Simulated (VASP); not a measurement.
Input:

```xyz
2
Lattice="0.0000 2.2591 2.2591 2.2591 0.0000 2.2591 2.2591 2.2591 0.0000" Properties=species:S:1:pos:R:3 pbc="T T T"
Ga     0.0000     0.0000     0.0000
N      1.1296     1.1296     1.1296
```

Calculation: PBE GGA with D3 dispersion (Becke-Johnson damping), VASP's PBE PAW potentials (set 64) (plane waves; VASP). Settings: 520 eV cut-off, Gaussian smearing of 0.050 eV, potentials Ga_d N.

Question: Give the energies of bands 7 to 11 at the high-symmetry points, in eV from the valence-band maximum.

Answer: 
```csv
band,Γ,X,U,L,W
7,0.00,-6.09,-5.83,-6.99,-5.67
8,0.00,-2.67,-4.21,-0.96,-3.66
9,0.00,-2.67,-2.15,-0.96,-3.60
10,1.68,3.35,4.99,4.59,6.21
11,10.26,6.62,7.80,8.69,8.30
```

The gap is direct, 1.68 eV, from the valence maximum at Γ to the conduction minimum at Γ.

The compound is GaN in the zinc blende structure, a metastable form; wurtzite is the usual one. It was relaxed first.
